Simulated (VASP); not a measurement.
Computed with PBE GGA, VASP's PBE PAW potentials (set 64) (plane waves; VASP).

A VASP calculation is set up with these files.

KPOINTS:
```
Automatic mesh
0
gamma
8 8 4
0 0 0
```

### POSCAR
```
ZrS2
1.0
  1.8300000000  -3.1696530000   0.0000000000
  1.8300000000   3.1696530000   0.0000000000
  0.0000000000   0.0000000000   5.8200000000
Zr S
1 2
Cart
  0.0000000000   0.0000000000   0.0000000000
  1.8300000000   1.0565531131   1.4550000000
  1.8300000000  -1.0565531131   4.3650000000
```

INCAR:
```
! general
SYSTEM  = ZrS2
PREC    = Accurate
ENCUT   = 400
LREAL   = F
LASPH   = T

! electronic loop
EDIFF   = 1E-6
NELM    = 100
ALGO    = Normal
LMAXMIX = 4

! smearing
ISMEAR  = 0
SIGMA   = 0.05

! functional
GGA     = PE

! ions
IBRION  = 2
NSW     = 60
ISIF    = 3
EDIFFG  = -0.01

! output
LWAVE   = F
LCHARG  = F
```

POTCAR, in this order: Zr_sv S (PBE.64 set). Program: vasp_std.

What will the output report for the number of irreducible k-points (NKPTS), number of bands (NBANDS), largest plane-wave count, number of space-group operations, FFT grid (NGX, NGY, NGZ)?

```yaml
number of irreducible k-points (NKPTS): 35
number of bands (NBANDS): 16
largest_plane_wave_count: 1240
number_of_space_group_operations: 12
FFT grid (NGX, NGY, NGZ): 24 × 24 × 40
```

The compound is ZrS2 in the 1T layered structure. This run relaxes it. Symmetry was kept, so distortions that lower it aren't found.
